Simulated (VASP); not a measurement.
Consider the following.

```
CELL_PARAMETERS angstrom
      3.82176     0.00000     0.00000
      0.00000     3.82176     0.00000
      0.00000     0.00000     3.82176
ATOMIC_POSITIONS crystal
  Sr 0.00000 0.00000 0.00000
  V  0.50000 0.50000 0.50000
  O  0.50000 0.00000 0.50000
  O  0.00000 0.50000 0.50000
  O  0.50000 0.50000 0.00000
```

Method: PW91 GGA, VASP's PBE PAW potentials (set 64) (plane waves; VASP). Numerical set-up: 520 eV cut-off, 8×8×8 Γ-centred mesh, first-order Methfessel-Paxton smearing of 0.10 eV, potentials Sr_sv V_sv O.

Give the stress tensor in GPa (positive for a compressed cell).

```
5.99  0.00  0.00
0.00  5.99  0.00
0.00  0.00  5.99
```
The pressure is its mean diagonal, 5.99 GPa.

The compound is SrVO3 in the cubic perovskite structure. This cell is one point of a volume scan, at 0.97 of the reference volume. The run is not spin-polarised, so no magnetic state was tried. The electron count is odd and the run is not spin-polarised, which forces a metal.
